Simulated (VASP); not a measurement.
Input of a VASP 6.6.1 run:

Contents of INCAR:

```
SYSTEM = YZn
  PREC = Accurate
  ENCUT = 520
  EDIFF = 1E-7
  ISMEAR = 0
  SIGMA = 0.1
  LREAL = .False.
  LASPH = .True.
  NELM = 100
  ALGO = Fast
  ISIF = 2
  LWAVE = .False.
  LCHARG = .True.
  LELF = .True.
  LVHAR = .True.
  NBANDS = 18
```

The input KPOINTS:

```
Automatic mesh
0
Gamma
  12 12 12
  0 0 0
```

File POSCAR:

```
YZn
1.0
    3.4744715951      0.0000000000      0.0000000000
    0.0000000000      3.4744715951      0.0000000000
    0.0000000000      0.0000000000      3.4744715951
Y Zn
1 1
Direct
    0.0000000000      0.0000000000      0.0000000000
    0.5000000000      0.5000000000      0.5000000000
```

Potentials or basis: VASP PAW LDA potentials, release 64 (Y_sv, Zn).

Run with:

```console
$ cat potpaw_LDA.64/Y_sv/POTCAR potpaw_LDA.64/Zn/POTCAR > POTCAR
$ mpirun -np 1 vasp_std > vasp.out
```

(1) Predict the band gap on the k mesh.

(2) Estimate the pressure.

Results:

(1) none (metal or under the smearing width).

(2) 0.1 GPa.
